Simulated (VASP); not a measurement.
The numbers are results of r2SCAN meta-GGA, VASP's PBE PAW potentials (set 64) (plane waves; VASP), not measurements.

The input files of a VASP run:

### POSCAR
```
Os
1
    2.7414495944     0.0000000000     0.0000000000
   -1.3707247972     2.3741646352     0.0000000000
    0.0000000000     0.0000000000     4.3171075108
Os
2
Direct
  0.6666670000   0.3333330000   0.7500000000
  0.3333330000   0.6666670000   0.2500000000
```

**INCAR**
```
! general
SYSTEM   =  Os
PREC     =  Normal
ENCUT    =  400
LREAL    =  .False.
LASPH    =  .True.

! electronic loop
EDIFF    =  1E-5
NELM     =  100
NELMIN   =  4
ALGO     =  Normal
LMAXMIX  =  6
LMIXTAU  =  .True.

! smearing
ISMEAR   =  1
SIGMA    =  0.1

! functional
METAGGA  =  R2SCAN

! ions
IBRION   =  2
NSW      =  20
ISIF     =  2
EDIFFG   =  -0.03

! output
LWAVE    =  .False.
LCHARG   =  .False.
```

**KPOINTS**
```
Automatic
0
gamma
 17 17 10
```

POTCAR, in this order: Os (PBE.64 set). Program: vasp_std.

What VASP printed:

### OSZICAR
```
       N       E                     dE             d eps       ncg     rms          rms(c)
DAV:   1     0.867536105569E+00    0.86754E+00   -0.68882E+03  4760   0.108E+03
DAV:   2    -0.103141031039E+03   -0.10401E+03   -0.93256E+02  5284   0.376E+02
DAV:   3    -0.108593702159E+03   -0.54527E+01   -0.50817E+01  5584   0.722E+01
DAV:   4    -0.108702419183E+03   -0.10872E+00   -0.10807E+00  5148   0.990E+00
DAV:   5    -0.108703572465E+03   -0.11533E-02   -0.11529E-02  5480   0.860E-01    0.222E+01
DAV:   6    -0.106255445576E+03    0.24481E+01   -0.77356E-01  4940   0.839E+00    0.114E+01
DAV:   7    -0.105091908677E+03    0.11635E+01   -0.25195E+00  5336   0.145E+01    0.271E+00
DAV:   8    -0.105835098622E+03   -0.74319E+00   -0.36845E-01  5088   0.568E+00    0.327E-01
DAV:   9    -0.105983190574E+03   -0.14809E+00   -0.13855E-01  5364   0.329E+00    0.313E-01
DAV:  10    -0.106002066105E+03   -0.18876E-01   -0.11407E-02  4896   0.104E+00    0.193E-01
DAV:  11    -0.106002150525E+03   -0.84421E-04   -0.15166E-03  5012   0.394E-01    0.881E-02
DAV:  12    -0.106003218295E+03   -0.10678E-02   -0.25667E-04  4932   0.181E-01    0.102E-02
DAV:  13    -0.106003244998E+03   -0.26703E-04   -0.33671E-05  4600   0.532E-02    0.138E-02
DAV:  14    -0.106003261648E+03   -0.16650E-04   -0.18207E-06  2412   0.171E-02    0.250E-03
DAV:  15    -0.106003255047E+03    0.66014E-05   -0.60767E-07  2392   0.841E-03
   1 F= -.10600326E+03 E0= -.10600315E+03  d E =-.106003E+03
```

**OUTCAR**
```
------------------------ aborting loop because EDIFF is reached ----------------------------------------
  FORCE on cell =-STRESS in cart. coord.  units (eV):
  Direction    XX          YY          ZZ          XY          YZ          ZX
  --------------------------------------------------------------------------------------
  Total       -0.0824774     -0.0824774      0.0848478      0.0000000      0.0000000      0.0000000
  in kB       -4.7028566     -4.7028552      4.8380149      0.0000000      0.0000000      0.0000000
  external PRESSURE =      -1.5225656 kB  Pullay stress =       0.0000000 kB
  volume of cell :       28.10
      direct lattice vectors                 reciprocal lattice vectors
     2.741449594  0.000000000  0.000000000     0.364770522  0.210600391  0.000000000
    -1.370724797  2.374164635  0.000000000     0.000000000  0.421200782  0.000000000
     0.000000000  0.000000000  4.317107511     0.000000000  0.000000000  0.231636576
 POSITION                                       TOTAL-FORCE (eV/Angst)
 -----------------------------------------------------------------------------------
      1.37073      0.79139      3.23783         0.000000      0.000000      0.000000
     -0.00000      1.58278      1.07928        -0.000000      0.000000      0.000000
 -----------------------------------------------------------------------------------
    total drift:                               -0.000063      0.000036     -0.000032
  FREE ENERGIE OF THE ION-ELECTRON SYSTEM (eV)
  ---------------------------------------------------
  free  energy   TOTEN  =      -106.0032550470 eV

  energy  without entropy=     -106.0029327766  energy(sigma->0) =     -106.00314762

 reached required accuracy - stopping structural energy minimisation
```
(Selected blocks of OUTCAR.)

The compound is Os in the hcp structure. It was relaxed first.
